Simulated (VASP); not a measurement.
# LiH: convergence with the plane-wave cutoff and smearing, part 2 of 3

A convergence test on LiH: the plane-wave cutoff and smearing. The series runs use LDA. The atoms of the start are displaced at random from the sites of a Fm-3m cell.

VASP 6.6.1; LDA; plane waves and PAW (Li_sv, H).

So far. Step 6 (Plane-wave cutoff: ENCUT = 570): Against the run before the energy moves by -0.09 meV an atom and the pressure by +0.22 GPa, after 10 cycles in 16 s.

The database entry behind the starting cell differs from later determinations by our own check (the deuteride, about 0.2 % short), so it need not match the best structure at ambient conditions.

### Step 7. Plane-wave cutoff: ENCUT = 650

File INCAR:

```
SYSTEM = LiH
PREC = Accurate
ENCUT = 650
EDIFF = 1E-06
NELM = 100
ISMEAR = -1
SIGMA = 0.05
LREAL = .FALSE.
ALGO = Normal
GGA = CA
NBANDS = 8
LORBIT = 11
LWAVE = .FALSE.
LCHARG = .FALSE.
KPAR = 2
ISIF = 2
```

File POSCAR:

```
LiH
1.0
    0.0000000000      2.0367500000      2.0367500000
    2.0367500000      0.0000000000      2.0367500000
    2.0367500000      2.0367500000      0.0000000000
Li H
1 1
Direct
    0.0122290000     -0.0038920000      0.0003880000
    0.4966860000      0.4981150000      0.5046530000
```

File KPOINTS:

```
Automatic mesh
0
Gamma
8 8 8
0 0 0
```

The projector-augmented-wave data sets are Li_sv and H (PBE family, release 64).

The run is started by

```
$ mpirun -np 2 vasp_std
```

Log:

```text
[... set-up lines as in an earlier step ...]
 entering main loop
       N       E                     dE             d eps       ncg     rms          rms(c)
DAV:   1    -0.228897929460E+01   -0.22890E+01   -0.16856E+03  4184   0.528E+02
DAV:   2    -0.644262745291E+01   -0.41536E+01   -0.41384E+01  5816   0.500E+01
DAV:   3    -0.649703424259E+01   -0.54407E-01   -0.54407E-01  5000   0.569E+00
DAV:   4    -0.649743150239E+01   -0.39726E-03   -0.39726E-03  6504   0.406E-01
[...]
DAV:   8    -0.627780574012E+01   -0.75570E-03   -0.35497E-03  4584   0.495E-01    0.352E-02
DAV:   9    -0.627777097867E+01    0.34761E-04   -0.14435E-04  6448   0.492E-02    0.989E-03
DAV:  10    -0.627777030752E+01    0.67114E-06   -0.32938E-06  4752   0.153E-02
   1 F= -.62777703E+01 E0= -.62777703E+01  d E =-.371264E-10
```

It took 16 s on 2 MPI ranks of AMD EPYC 7R43, shared host; peak memory 0.23 GiB.

Parts of OUTCAR (step 7):

```text
  Total       -0.4349224     -0.4319504     -0.4300555      0.0002132     -0.0005273      0.0002138
  in kB      -41.2362508    -40.9544719    -40.7748049      0.0202148     -0.0499971      0.0202671
  external PRESSURE =     -40.9885092 kB  Pullay stress =       0.0000000 kB

 POSITION                                       TOTAL-FORCE (eV/Angst)
 -----------------------------------------------------------------------------------
      2.02961      0.02570      2.05373         0.011488     -0.020911     -0.025037
      2.04239      2.03948      2.02616        -0.011488      0.020911      0.025037
 -----------------------------------------------------------------------------------
    total drift:                               -0.000069     -0.000212      0.000045

  FREE ENERGIE OF THE ION-ELECTRON SYSTEM (eV)
  ---------------------------------------------------
  free  energy   TOTEN  =        -6.2777703075 eV

  energy  without entropy=       -6.2777703075  energy(sigma->0) =       -6.27777031

[... 1 part as in an earlier step ...]

[... 2 further parts left out ...]
[key lines of the parts left out:]
E-fermi :   0.8496
```

Against the run before the energy moves by +0.54 meV an atom and the pressure by -0.04 GPa, after 10 cycles in 16 s.

### Step 8. Plane-wave cutoff: ENCUT = 800

Changes to INCAR since step 7:

```diff
@@ -2,3 +2,3 @@
 PREC = Accurate
-ENCUT = 650
+ENCUT = 800
 EDIFF = 1E-06
```

POSCAR is that of step 7.

KPOINTS is that of step 7.

The run is started by

```
$ mpirun -np 2 vasp_std
```

Log:

```text
[... set-up lines as in an earlier step ...]
 entering main loop
       N       E                     dE             d eps       ncg     rms          rms(c)
DAV:   1    -0.179038252186E+01   -0.17904E+01   -0.18795E+03  4176   0.603E+02
DAV:   2    -0.641312408791E+01   -0.46227E+01   -0.45188E+01  5744   0.530E+01
DAV:   3    -0.649454673251E+01   -0.81423E-01   -0.81423E-01  4992   0.684E+00
DAV:   4    -0.649545454538E+01   -0.90781E-03   -0.90781E-03  6552   0.577E-01
[...]
DAV:   8    -0.627618576737E+01   -0.75796E-03   -0.35943E-03  4656   0.505E-01    0.359E-02
DAV:   9    -0.627614765158E+01    0.38116E-04   -0.15667E-04  6344   0.513E-02    0.105E-02
DAV:  10    -0.627614689087E+01    0.76071E-06   -0.36743E-06  4912   0.160E-02
   1 F= -.62761469E+01 E0= -.62761469E+01  d E =-.350546E-10
```

Wall time 25 s (2 MPI ranks); peak memory 0.29 GiB; 48 s of CPU time.

From OUTCAR (step 8):

```text
  Total       -0.4246165     -0.4216842     -0.4198298      0.0001755     -0.0003508      0.0002508
  in kB      -40.2591219    -39.9811043    -39.8052838      0.0166369     -0.0332587      0.0237791
  external PRESSURE =     -40.0151700 kB  Pullay stress =       0.0000000 kB

 POSITION                                       TOTAL-FORCE (eV/Angst)
 -----------------------------------------------------------------------------------
      2.02961      0.02570      2.05373         0.011543     -0.020831     -0.025167
      2.04239      2.03948      2.02616        -0.011543      0.020831      0.025167
 -----------------------------------------------------------------------------------
    total drift:                                0.000038     -0.000063     -0.000200

  FREE ENERGIE OF THE ION-ELECTRON SYSTEM (eV)
  ---------------------------------------------------
  free  energy   TOTEN  =        -6.2761468909 eV

  energy  without entropy=       -6.2761468908  energy(sigma->0) =       -6.27614689

[... 1 part as in an earlier step ...]

[... 2 further parts left out ...]
[key lines of the parts left out:]
E-fermi :   0.8507
```

Against the run before the energy moves by +0.81 meV an atom and the pressure by +0.10 GPa, after 10 cycles in 25 s.

### Step 9. Plane-wave cutoff: ENCUT = 1000

Changes to INCAR since step 8:

```diff
@@ -2,3 +2,3 @@
 PREC = Accurate
-ENCUT = 800
+ENCUT = 1000
 EDIFF = 1E-06
```

POSCAR is that of step 8.

KPOINTS is that of step 8.

The run is started by

```
$ mpirun -np 2 vasp_std
```

Log:

```text
[... set-up lines as in an earlier step ...]
 entering main loop
       N       E                     dE             d eps       ncg     rms          rms(c)
DAV:   1    -0.992922565268E+00   -0.99292E+00   -0.22229E+03  4160   0.713E+02
DAV:   2    -0.639941309011E+01   -0.54065E+01   -0.52983E+01  6000   0.578E+01
DAV:   3    -0.649437512717E+01   -0.94962E-01   -0.94962E-01  5056   0.741E+00
DAV:   4    -0.649563829969E+01   -0.12632E-02   -0.12632E-02  6576   0.640E-01
[...]
DAV:   8    -0.627644302627E+01   -0.76243E-03   -0.36614E-03  4560   0.518E-01    0.347E-02
DAV:   9    -0.627640820112E+01    0.34825E-04   -0.14516E-04  6440   0.509E-02    0.106E-02
DAV:  10    -0.627640743933E+01    0.76179E-06   -0.34746E-06  4920   0.159E-02
   1 F= -.62764074E+01 E0= -.62764074E+01  d E =-.296686E-10
```

It took 31 s on 2 MPI ranks; peak memory 0.33 GiB; 60 s of CPU time.

From OUTCAR (step 9):

```text
  Total       -0.4253362     -0.4223663     -0.4204544      0.0001773     -0.0003649      0.0002552
  in kB      -40.3273530    -40.0457686    -39.8645023      0.0168106     -0.0345938      0.0241918
  external PRESSURE =     -40.0792080 kB  Pullay stress =       0.0000000 kB

 POSITION                                       TOTAL-FORCE (eV/Angst)
 -----------------------------------------------------------------------------------
      2.02961      0.02570      2.05373         0.011515     -0.020865     -0.025075
      2.04239      2.03948      2.02616        -0.011515      0.020865      0.025075
 -----------------------------------------------------------------------------------
    total drift:                               -0.000010     -0.000126     -0.000022

  FREE ENERGIE OF THE ION-ELECTRON SYSTEM (eV)
  ---------------------------------------------------
  free  energy   TOTEN  =        -6.2764074393 eV

  energy  without entropy=       -6.2764074393  energy(sigma->0) =       -6.27640744

[... 1 part as in an earlier step ...]

[... 2 further parts left out ...]
[key lines of the parts left out:]
E-fermi :   0.8592
```

Against the run before the energy moves by -0.13 meV an atom and the pressure by -0.01 GPa, after 10 cycles in 31 s.

### Step 10. The plane-wave cutoff series as a table

This step: convergence of LDA results with the cutoff; plane waves and PAW (VASP 6.6.1).

Derived from the runs above.

Differences are taken from the run with ENCUT = 1000. Results of the series, by row:

| setting | status | energy less the reference (meV/atom) | pressure (GPa) | largest force difference (meV/Å) | gap (eV) | SCF cycles | wall time (s) |
| --- | --- | --- | --- | --- | --- | --- | --- |
| ENCUT = 300 | converged | -265.6 | -11.25 | 17.48 | 2.412 | 10 | 6 |
| ENCUT = 370 | converged | -41.14 | -8.731 | 6.265 | 2.576 | 10 | 8.6 |
| ENCUT = 450 | converged | -2.27 | -5.272 | 1.241 | 2.634 | 10 | 10.6 |
| ENCUT = 500 | converged | -1.135 | -4.285 | 0.048 | 2.649 | 10 | 16.2 |
| ENCUT = 570 | converged | -1.221 | -4.061 | 0.066 | 2.65 | 10 | 15.6 |
| ENCUT = 650 | converged | -0.6814 | -4.099 | 0.046 | 2.651 | 10 | 16 |
| ENCUT = 800 | converged | 0.1303 | -4.002 | 0.092 | 2.653 | 10 | 25 |
| ENCUT = 1000 | converged | 0 | -4.008 | 0 | 2.653 | 10 | 31 |

### Step 11. Smearing: ISMEAR = -1, SIGMA = 0.01

This step: LDA; plane waves and PAW (Li_sv, H) (VASP 6.6.1).

With a gap, smearing should do nothing until its tail reaches across the gap.

Changes to INCAR since step 9:

```diff
@@ -2,3 +2,3 @@
 PREC = Accurate
-ENCUT = 1000
+ENCUT = 650
 EDIFF = 1E-06
@@ -6,3 +6,3 @@
 ISMEAR = -1
-SIGMA = 0.05
+SIGMA = 0.01
 LREAL = .FALSE.
```

POSCAR is that of step 9.

KPOINTS is that of step 9.

The run is started by

```
$ mpirun -np 2 vasp_std
```

Log:

```text
[... set-up lines as in an earlier step ...]
 entering main loop
       N       E                     dE             d eps       ncg     rms          rms(c)
DAV:   1    -0.228858207015E+01   -0.22886E+01   -0.16856E+03  4184   0.528E+02
DAV:   2    -0.644262745291E+01   -0.41540E+01   -0.41400E+01  5816   0.500E+01
[... 3 cycles as in an earlier step ...]
DAV:   6    -0.633027874707E+01    0.16715E+00   -0.16291E-01  4672   0.133E+00    0.130E+00
DAV:   7    -0.627705003511E+01    0.53229E-01   -0.18092E-01  5288   0.157E+00    0.194E-01
DAV:   8    -0.627780574010E+01   -0.75570E-03   -0.35497E-03  4584   0.495E-01    0.352E-02
DAV:   9    -0.627777097864E+01    0.34761E-04   -0.14435E-04  6448   0.492E-02    0.989E-03
DAV:  10    -0.627777030749E+01    0.67114E-06   -0.32938E-06  4752   0.153E-02
   1 F= -.62777703E+01 E0= -.62777703E+01  d E =-.722944E-12
```

The job ended after 16 s (2 MPI ranks; peak memory 0.22 GiB; 32 s of CPU time).

OUTCAR, selected parts (step 11):

```text
   ENCUT  =  650.0 eV  47.77 Ry    6.91 a.u.   5.99  5.99  5.99*2*pi/ulx,y,z

   NELECT =       4.0000    total number of electrons

 E-fermi :   0.0707

 k-point     1 :       0.0000    0.0000    0.0000
  band No.  band energies     occupation
      1     -43.5069      2.00000
      2      -5.5229      2.00000
      3      15.3206      0.00000
      4      16.6638      0.00000
      5      16.6661      0.00000
      6      16.7188      0.00000
      7      21.5375      0.00000
    ...

  Total       -0.4349224     -0.4319504     -0.4300555      0.0002132     -0.0005273      0.0002138
  in kB      -41.2362505    -40.9544718    -40.7748051      0.0202149     -0.0499967      0.0202671
  external PRESSURE =     -40.9885091 kB  Pullay stress =       0.0000000 kB

[... 9 parts as in an earlier step ...]

[... 10 further parts left out ...]
```

Numbers from this step:

```yaml
free_energy_toten: -6.278 eV
fermi_energy: 0.0707 eV
pressure: -4.099 GPa
gap_on_the_k_mesh: 2.651 eV
least_direct_gap_on_the_k_mesh: 2.651 eV
```

The series starts at -3.1389 eV an atom and -4.10 GPa, after 10 cycles in 16 s. The entropy term T·S comes to 0.00 meV an atom in size.

### Step 12. Smearing: ISMEAR = -1, SIGMA = 0.05

Changes to INCAR since step 11:

```diff
@@ -6,3 +6,3 @@
 ISMEAR = -1
-SIGMA = 0.01
+SIGMA = 0.05
 LREAL = .FALSE.
```

POSCAR is that of step 11.

KPOINTS is that of step 11.

The run is started by

```
$ mpirun -np 2 vasp_std
```

Log:

```text
[... set-up lines as in an earlier step ...]
 entering main loop
       N       E                     dE             d eps       ncg     rms          rms(c)
[... 10 cycles as in an earlier step ...]
   1 F= -.62777703E+01 E0= -.62777703E+01  d E =-.371264E-10
```

Run time: 17 s. Hardware: 2 MPI ranks; peak memory 0.24 GiB.

Parts of OUTCAR (step 12):

```text
[... 6 parts as in an earlier step ...]

[... 1 further part left out ...]
[key lines of the parts left out:]
E-fermi :   0.8496
```

Against the run before the energy at zero width stays within 0.01 meV an atom and the pressure within 0.01 GPa, after 10 cycles in 17 s. The entropy term T·S comes to 0.00 meV an atom in size.

### Step 13. Smearing: ISMEAR = -1, SIGMA = 0.1

Changes to INCAR since step 12:

```diff
@@ -6,3 +6,3 @@
 ISMEAR = -1
-SIGMA = 0.05
+SIGMA = 0.1
 LREAL = .FALSE.
```

POSCAR is that of step 12.

KPOINTS is that of step 12.

The run is started by

```
$ mpirun -np 2 vasp_std
```

Log:

```text
[... set-up lines as in an earlier step ...]
 entering main loop
       N       E                     dE             d eps       ncg     rms          rms(c)
DAV:   1    -0.228978838098E+01   -0.22898E+01   -0.16856E+03  4184   0.528E+02
DAV:   2    -0.644262745307E+01   -0.41528E+01   -0.41329E+01  5816   0.500E+01
DAV:   3    -0.649703424275E+01   -0.54407E-01   -0.54407E-01  5000   0.569E+00
DAV:   4    -0.649743150245E+01   -0.39726E-03   -0.39726E-03  6504   0.406E-01
[...]
DAV:   8    -0.627780574697E+01   -0.75570E-03   -0.35497E-03  4584   0.495E-01    0.352E-02
DAV:   9    -0.627777098499E+01    0.34762E-04   -0.14435E-04  6448   0.492E-02    0.989E-03
DAV:  10    -0.627777031374E+01    0.67126E-06   -0.32938E-06  4752   0.153E-02
   1 F= -.62777703E+01 E0= -.62777703E+01  d E =-.934741E-07
```

It took 16 s on 2 MPI ranks; peak memory 0.22 GiB; 30 s of CPU time.

From OUTCAR (step 13):

```text
  Total       -0.4349224     -0.4319505     -0.4300555      0.0002132     -0.0005273      0.0002138
  in kB      -41.2362519    -40.9544733    -40.7748061      0.0202147     -0.0499971      0.0202670
  external PRESSURE =     -40.9885104 kB  Pullay stress =       0.0000000 kB

  FREE ENERGIE OF THE ION-ELECTRON SYSTEM (eV)
  ---------------------------------------------------
  free  energy   TOTEN  =        -6.2777703137 eV

  energy  without entropy=       -6.2777702203  energy(sigma->0) =       -6.27777027

[... 3 parts as in an earlier step ...]

[... 1 further part left out ...]
[key lines of the parts left out:]
E-fermi :   1.2227
```

Against the run before the energy at zero width stays within 0.01 meV an atom and the pressure within 0.01 GPa, after 10 cycles in 16 s. The entropy term T·S comes to 0.00 meV an atom in size.

### Step 14. Smearing: ISMEAR = -1, SIGMA = 0.2

Changes to INCAR since step 13:

```diff
@@ -6,3 +6,3 @@
 ISMEAR = -1
-SIGMA = 0.1
+SIGMA = 0.2
 LREAL = .FALSE.
```

POSCAR is that of step 13.

KPOINTS is that of step 13.

The run is started by

```
$ mpirun -np 2 vasp_std
```

Log:

```text
[... set-up lines as in an earlier step ...]
 entering main loop
       N       E                     dE             d eps       ncg     rms          rms(c)
DAV:   1    -0.229230696147E+01   -0.22923E+01   -0.16856E+03  4184   0.528E+02
DAV:   2    -0.644262965400E+01   -0.41503E+01   -0.41241E+01  5816   0.500E+01
DAV:   3    -0.649703633391E+01   -0.54407E-01   -0.54407E-01  5000   0.569E+00
DAV:   4    -0.649743359353E+01   -0.39726E-03   -0.39726E-03  6504   0.406E-01
[...]
DAV:   8    -0.627782111473E+01   -0.75560E-03   -0.35511E-03  4584   0.495E-01    0.353E-02
DAV:   9    -0.627778606278E+01    0.35052E-04   -0.14525E-04  6448   0.493E-02    0.990E-03
DAV:  10    -0.627778539062E+01    0.67216E-06   -0.33092E-06  4752   0.154E-02
   1 F= -.62777854E+01 E0= -.62777210E+01  d E =-.128868E-03
```

Run time: 16 s. Hardware: 2 MPI ranks; peak memory 0.23 GiB.

OUTCAR, selected parts (step 14):

```text
  Total       -0.4349303     -0.4319604     -0.4300668      0.0002133     -0.0005277      0.0002139
  in kB      -41.2369982    -40.9554203    -40.7758783      0.0202271     -0.0500301      0.0202789
  external PRESSURE =     -40.9894323 kB  Pullay stress =       0.0000000 kB

 POSITION                                       TOTAL-FORCE (eV/Angst)
 -----------------------------------------------------------------------------------
      2.02961      0.02570      2.05373         0.011493     -0.020920     -0.025047
      2.04239      2.03948      2.02616        -0.011493      0.020920      0.025047
 -----------------------------------------------------------------------------------
    total drift:                               -0.000069     -0.000212      0.000046

  FREE ENERGIE OF THE ION-ELECTRON SYSTEM (eV)
  ---------------------------------------------------
  free  energy   TOTEN  =        -6.2777853906 eV

  energy  without entropy=       -6.2776565230  energy(sigma->0) =       -6.27772096

[... 2 parts as in an earlier step ...]

[... 1 further part left out ...]
[key lines of the parts left out:]
E-fermi :   1.3068
```

Against the run before the energy at zero width moves by +0.02 meV an atom while the pressure stays within 0.01 GPa, after 10 cycles in 16 s. The entropy term T·S comes to 0.06 meV an atom in size.

### Step 15. Smearing: ISMEAR = -1, SIGMA = 0.5

Changes to INCAR since step 14:

```diff
@@ -6,3 +6,3 @@
 ISMEAR = -1
-SIGMA = 0.2
+SIGMA = 0.5
 LREAL = .FALSE.
```

POSCAR is that of step 14.

KPOINTS is that of step 14.

The run is started by

```
$ mpirun -np 2 vasp_std
```

Log:

```text
[... set-up lines as in an earlier step ...]
 entering main loop
       N       E                     dE             d eps       ncg     rms          rms(c)
DAV:   1    -0.231026589175E+01   -0.23103E+01   -0.16856E+03  4184   0.528E+02
DAV:   2    -0.644594541593E+01   -0.41357E+01   -0.40944E+01  5816   0.499E+01
DAV:   3    -0.650032076403E+01   -0.54375E-01   -0.54373E-01  5000   0.569E+00
DAV:   4    -0.650071812286E+01   -0.39736E-03   -0.39736E-03  6504   0.406E-01
[...]
DAV:   8    -0.628435788441E+01   -0.73078E-03   -0.34980E-03  4592   0.488E-01    0.376E-02
DAV:   9    -0.628431736350E+01    0.40521E-04   -0.16234E-04  6440   0.508E-02    0.103E-02
DAV:  10    -0.628431664497E+01    0.71853E-06   -0.36533E-06  4760   0.161E-02
   1 F= -.62843166E+01 E0= -.62672795E+01  d E =-.340743E-01
```

Run time: 17 s. Hardware: 2 MPI ranks; peak memory 0.24 GiB.

OUTCAR, selected parts (step 15):

```text
  Total       -0.4285145     -0.4256313     -0.4237925      0.0002250     -0.0005554      0.0002274
  in kB      -40.6286970    -40.3553331    -40.1809946      0.0213371     -0.0526597      0.0215599
  external PRESSURE =     -40.3883416 kB  Pullay stress =       0.0000000 kB

 POSITION                                       TOTAL-FORCE (eV/Angst)
 -----------------------------------------------------------------------------------
      2.02961      0.02570      2.05373         0.011918     -0.021681     -0.025957
      2.04239      2.03948      2.02616        -0.011918      0.021681      0.025957
 -----------------------------------------------------------------------------------
    total drift:                               -0.000072     -0.000206      0.000052

  FREE ENERGIE OF THE ION-ELECTRON SYSTEM (eV)
  ---------------------------------------------------
  free  energy   TOTEN  =        -6.2843166450 eV

  energy  without entropy=       -6.2502423577  energy(sigma->0) =       -6.26727950

[... 2 parts as in an earlier step ...]

[... 1 further part left out ...]
[key lines of the parts left out:]
E-fermi :   1.4544
```

Against the run before the energy at zero width moves by +5.22 meV an atom and the pressure by +0.06 GPa, after 10 cycles in 17 s. The entropy term T·S comes to 17.04 meV an atom in size.

### Step 16. Smearing: ISMEAR = 2, SIGMA = 0.01

Changes to INCAR since step 15:

```diff
@@ -5,4 +5,4 @@
 NELM = 100
-ISMEAR = -1
-SIGMA = 0.5
+ISMEAR = 2
+SIGMA = 0.01
 LREAL = .FALSE.
```

POSCAR is that of step 15.

KPOINTS is that of step 15.

The run is started by

```
$ mpirun -np 2 vasp_std
```

Log:

```text
[... set-up lines as in an earlier step ...]
 entering main loop
       N       E                     dE             d eps       ncg     rms          rms(c)
DAV:   1    -0.228851965783E+01   -0.22885E+01   -0.16856E+03  4184   0.528E+02
DAV:   2    -0.644262745291E+01   -0.41541E+01   -0.41397E+01  5816   0.500E+01
[... 6 cycles as in an earlier step ...]
DAV:   9    -0.627776840656E+01    0.37334E-04   -0.14435E-04  6448   0.492E-02    0.990E-03
DAV:  10    -0.627776773758E+01    0.66898E-06   -0.32846E-06  4760   0.153E-02
   1 F= -.62777677E+01 E0= -.62777687E+01  d E =0.375925E-05
```

The job ended after 16 s (2 MPI ranks; peak memory 0.23 GiB).

OUTCAR, selected parts (step 16):

```text
  Total       -0.4373412     -0.4310029     -0.4284742      0.0002134     -0.0005260      0.0002137
  in kB      -41.4655843    -40.8646365    -40.6248813      0.0202371     -0.0498760      0.0202587
  external PRESSURE =     -40.9850340 kB  Pullay stress =       0.0000000 kB

 POSITION                                       TOTAL-FORCE (eV/Angst)
 -----------------------------------------------------------------------------------
      2.02961      0.02570      2.05373         0.011550     -0.020869     -0.024952
      2.04239      2.03948      2.02616        -0.011550      0.020869      0.024952
 -----------------------------------------------------------------------------------
    total drift:                               -0.000065     -0.000209      0.000051

  FREE ENERGIE OF THE ION-ELECTRON SYSTEM (eV)
  ---------------------------------------------------
  free  energy   TOTEN  =        -6.2777677376 eV

  energy  without entropy=       -6.2777714968  energy(sigma->0) =       -6.27776868

[... 2 parts as in an earlier step ...]

[... 1 further part left out ...]
[key lines of the parts left out:]
E-fermi :  -0.1428
```

Methfessel-Paxton smearing is not meant for a cell with a gap.

Against the first of the series the energy at zero width stays within 0.01 meV an atom and the pressure within 0.01 GPa, after 10 cycles in 16 s. The entropy term T·S comes to 0.00 meV an atom in size.

(Continued in part 3 of 3.)

[Lines on the potential files, build, host, timing and source positions are cut from VASP's logs without a mark.]

[Logs are printed without paths, hosts, clocks, repeated set-up lines and the standing remarks that a program may print on its own settings, such as how far it seeks lower states.]

[Hosts, paths, dates, database ids (printed as entryN), source tags and the programs' standing remarks are cut or masked in the printed files.]

[A measured line is paired with the nearest computed mode of its activity, which favours agreement.]
